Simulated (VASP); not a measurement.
Consider the following.

```yaml
crystal:
  lattice:
    - [3.56096, 0.00000, 0.00000]
    - [0.00000, 3.56096, 0.00000]
    - [0.00000, 0.00000, 5.17322]
  atoms:
    - { symbol: Hf, position: [0.50000, 0.50000, 0.50000] }
    - { symbol: Hf, position: [0.00000, 0.00000, 0.00000] }
    - { symbol: O, position: [0.00000, 0.50000, 0.69688] }
    - { symbol: O, position: [0.00000, 0.50000, 0.19688] }
    - { symbol: O, position: [0.50000, 0.00000, 0.80312] }
    - { symbol: O, position: [0.50000, 0.00000, 0.30312] }
```

Method: r2SCAN meta-GGA, VASP's PBE PAW potentials (set 64) (plane waves; VASP 6.6.1). Numerical set-up: 520 eV cut-off, 7×7×5 Γ-centred mesh, tetrahedra with Blöchl corrections, potentials Hf_pv O.

The cores are frozen, which limits the accuracy of field gradients.

Question: Give the principal components of the electric field gradient (V/Å²) and the asymmetry η at each nucleus.

Answer: 
| atom | Vxx | Vyy | Vzz | η |
|---|---|---|---|---|
| Hf1 | -63.2 | -63.2 | 126.4 | 0.00 |
| Hf2 | -63.2 | -63.2 | 126.4 | 0.00 |
| O3 | -5.4 | -5.0 | 10.5 | 0.04 |
| O4 | -5.4 | -5.0 | 10.5 | 0.04 |
| O5 | -5.4 | -5.0 | 10.5 | 0.04 |
| O6 | -5.4 | -5.0 | 10.5 | 0.04 |

The structure comes from a computed database's HfO2 entry (P4_2/nmc); how it stands against other phases isn't given here. It was relaxed first.
